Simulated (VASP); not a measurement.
Given:

```xyz
2
Lattice="0.0000 2.1900 2.1900 2.1900 0.0000 2.1900 2.1900 2.1900 0.0000" Properties=species:S:1:pos:R:3 pbc="T T T"
Al     0.0000     0.0000     0.0000
N      1.0950     1.0950     1.0950
```
Cell charge +0.02.

Method: PBE GGA, VASP's PBE PAW potentials (set 64) (plane waves; VASP 6.6.1). Settings: NELECT = 7.98, 520 eV cut-off, 9×9×9 Γ-centred mesh, Gaussian smearing of 0.050 eV, potentials Al N.

The cell is charged, with a uniform compensating background.

### Question
Give the stress tensor in GPa (positive for a compressed cell).

### Answer

```
1.42  0.00  0.00
0.00  1.42  0.00
0.00  0.00  1.42
```
The pressure is its mean diagonal, 1.42 GPa.

The compound is AlN in the zinc blende structure, a metastable form; wurtzite is the usual one. The cell was not relaxed at this level. The run is one of a series of settings (NELECT = 7.98 against the base run), some of them coarse on purpose.
